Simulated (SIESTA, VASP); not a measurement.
A VASP calculation is set up with these files.

### KPOINTS
```
Automatic mesh
0
Gamma
11 11 11
0 0 0
```

### POSCAR
```
Ni
1.0
  0.0000000000   1.7371200000   1.7371200000
  1.7371200000   0.0000000000   1.7371200000
  1.7371200000   1.7371200000   0.0000000000
Ni
1
Cart
  0.0000000000   0.0000000000   0.0000000000
```

**INCAR**
```
SYSTEM = Ni
PREC = Accurate; ENCUT = 300; LREAL = F
LASPH = T
EDIFF = 1E-6; NELM = 100; ALGO = Normal
LMAXMIX = 4
ISMEAR = -1; SIGMA = 0.1
GGA = PE
ISPIN = 2; MAGMOM = 1.0
IBRION = 2; NSW = 50; ISIF = 3
EDIFFG = -0.01
LWAVE = F; LCHARG = F; LORBIT = 11
```

POTCAR, in this order: Ni (PBE.64 set). Program: vasp_std.

Problem. Translate it to SIESTA.

Solution. One input that does it (GGA PBE, numerical atomic orbitals TZP, PseudoDojo PBE standard norm-conserving potentials (rewritten from UPF to PSML)):
```
# files in the folder: Ni.psml (PseudoDojo PBE standard)
SystemName  Ni
SystemLabel ni

NumberOfAtoms                1
NumberOfSpecies              1
%block ChemicalSpeciesLabel
  1 28 Ni
%endblock ChemicalSpeciesLabel
LatticeConstant              1.0 Ang
%block LatticeVectors
     0.000000000    1.737120000    1.737120000
     1.737120000    0.000000000    1.737120000
     1.737120000    1.737120000    0.000000000
%endblock LatticeVectors
AtomicCoordinatesFormat      Ang
%block AtomicCoordinatesAndAtomicSpecies
     0.000000000    0.000000000    0.000000000  1
%endblock AtomicCoordinatesAndAtomicSpecies

XC.functional                GGA
XC.authors                   PBE
PAO.BasisSize                TZP
PAO.EnergyShift              0.01 Ry
MeshCutoff                   300 Ry
%block kgrid.MonkhorstPack
   11   0   0  0.0
    0  11   0  0.0
    0   0  11  0.0
%endblock kgrid.MonkhorstPack
OccupationFunction           FD
ElectronicTemperature        1160.45 K
Spin                         polarized
%block DM.InitSpin
  1 +1.00
%endblock DM.InitSpin

MaxSCFIterations             150
SCF.Mixer.Method             Broyden
SCF.Mixer.Weight             0.1
SCF.Mixer.History            8
SCF.DM.Tolerance             1.0E-04
Diag.ParallelOverK           true
MD.TypeOfRun                 CG
MD.Steps                     40
MD.MaxForceTol               0.02 eV/Ang
MD.VariableCell              true
MD.MaxStressTol              0.05 GPa
WriteForces                  true
Charge.Mulliken              end
```
Both inputs were run and reached self-consistency, which says nothing on mesh or cut-off. Potentials, basis and cut-offs are each code's own, so they don't translate, and total energies aren't comparable.

The structure is a typed Ni crystal (Fm-3m).
